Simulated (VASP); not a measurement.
A VASP calculation is set up with these files.

**KPOINTS**
```
Automatic mesh
0
Gamma
6 6 6
0 0 0
```

**INCAR**
```
SYSTEM = K2S
PREC = Accurate; ENCUT = 500; LREAL = .FALSE.
LASPH = .TRUE.
EDIFF = 1E-6; NELM = 100; ALGO = Normal
ISMEAR = 0; SIGMA = 0.05
GGA = PE
IBRION = 2; NSW = 40; ISIF = 3
EDIFFG = -0.02; PSTRESS = 200
LWAVE = .FALSE.; LCHARG = .FALSE.
```

### POSCAR
```
K2S
1
    0.0000000000     3.3904103254     3.3904103254
    3.3904103254     0.0000000000     3.3904103254
    3.3904103254     3.3904103254     0.0000000000
K S
2 1
Direct
  0.2500000000   0.2500000000   0.2500000000
  0.7500000000   0.7500000000   0.7500000000
  0.0000000000   0.0000000000   0.0000000000
```

POTCAR, in this order: K_sv S (PBE.64 set). Program: vasp_std.

Translate this PBE calculation to Quantum ESPRESSO's pw.x.

One equivalent input (not run):
```
&CONTROL
  calculation = 'vc-relax'
  pseudo_dir = './pseudo'
  outdir = './out'
  tprnfor = .true.
  tstress = .true.
  nstep = 40
  forc_conv_thr = 0.00078
/
&SYSTEM
  ibrav = 0
  nat = 3
  ntyp = 2
  ecutwfc = 74
  occupations = 'smearing'
  smearing = 'gaussian'
  degauss = 0.003675
  input_dft = 'pbe'
/
&ELECTRONS
  conv_thr = 7.3e-08
  electron_maxstep = 100
/
&IONS
/
&CELL
  press = 200
/
ATOMIC_SPECIES
  K 39.098 K.upf
  S 32.060 S.upf
CELL_PARAMETERS angstrom
     0.0000000    3.3904103    3.3904103
     3.3904103    0.0000000    3.3904103
     3.3904103    3.3904103    0.0000000
ATOMIC_POSITIONS crystal
  K    0.2500000  0.2500000  0.2500000
  K    0.7500000  0.7500000  0.7500000
  S    0.0000000  0.0000000  0.0000000
K_POINTS automatic
  6 6 6 0 0 0
```
Limits of the translation: the potentials are each code's own (VASP's PAW set, PseudoDojo norm-conserving files in pw.x), so ENCUT and ecutwfc are chosen apart and not converted; conv_thr bounds pw.x's estimated SCF error, while EDIFF bounds the energy change between steps; forc_conv_thr acts on force components and is met together with etot_conv_thr.

The compound is K2S in the antifluorite structure. This run relaxes it under an external pressure of 20 GPa. Symmetry was kept, so distortions that lower it aren't found.
